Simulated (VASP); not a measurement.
Given:

```yaml
crystal:
  lattice:
    - [4.19611, 0.00000, 0.00000]
    - [0.00000, 4.19611, 0.00000]
    - [0.00000, 0.00000, 4.19611]
  atoms:
    - { symbol: Cu, position: [0.75000, 0.25000, 0.75000] }
    - { symbol: Cu, position: [0.25000, 0.75000, 0.75000] }
    - { symbol: Cu, position: [0.75000, 0.75000, 0.25000] }
    - { symbol: Cu, position: [0.25000, 0.25000, 0.25000] }
    - { symbol: O, position: [0.00000, 0.00000, 0.00000] }
    - { symbol: O, position: [0.50000, 0.50000, 0.50000] }
```

Method: AM05 GGA, VASP's PBE PAW potentials (set 64) (plane waves; VASP). Settings: 520 eV cut-off, 5×5×5 Γ-centred mesh, Gaussian smearing of 0.050 eV, potentials Cu O.

Predict the energy per atom (σ→0), pressure, band gap (on the k-mesh) with the smallest direct gap where there is one.

- band gap (on the k-mesh) = 0.62 eV
- smallest direct gap (on the k-mesh) = 0.62 eV
- energy per atom (σ→0) = -4.754 eV/atom
- pressure = 3.99 GPa

The absolute energy has meaning only against runs of the same code, potentials and settings.

The compound is Cu2O in the cuprite structure. This cell is one point of a volume scan, at 0.97 of the reference volume.
